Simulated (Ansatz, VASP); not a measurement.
## CdBr2: VASP beside Ansatz

```
Cd Br
1.0
     1.97500    1.14027    6.41003
    -1.97500    1.14027    6.41003
     0.00000   -2.28053    6.41003
Cd Br
1 2
Direct
  0.00000 0.00000 0.00000
  0.25000 0.25000 0.25000
  0.75000 0.75000 0.75000
```

Change from the starting cell: strain +0.000 along x and y, +0.030 along z, atoms carried along.

Alike in both runs: task single point; functional LDA; k mesh 9 × 9 × 9; occupations gaussian, width 0.05 eV; no spin polarisation.

|  | VASP | Ansatz |
| --- | --- | --- |
| version | VASP 6.6.1 | Ansatz 0.2.0 |
| potentials or method | VASP PAW LDA potentials, release 64 (Cd, Br) | scalar-relativistic, plane waves, PAW |
| plane-wave cutoff (eV) | 520 | 420 |
| valence electrons in the cell | 26 | 34 |

Ansatz gave:

- gap on the k mesh at the Fermi level (eV): 2.51
- least direct gap on the mesh (eV): 2.63
- pressure (GPa): -2.5
- largest component of the traceless stress (GPa): 0.45
- rms of the force components (eV/Å): 0.186

**Question.** Estimate VASP's values.

**Answer.** gap on the k mesh at the Fermi level (eV): 2.53; least direct gap on the mesh (eV): 2.65; pressure (GPa): -2.2; largest component of the traceless stress (GPa): 0.48; rms of the force components (eV/Å): 0.164.

Atom by atom the forces differ by 0.022 eV/Å (rms over components). The two sets of potentials don't hold the same shells in valence.

Caveats: an odd mesh through Γ misses points on the zone boundary, where band edges often lie; the cell's inner coordinates are idealised or old, which leaves forces on the atoms.
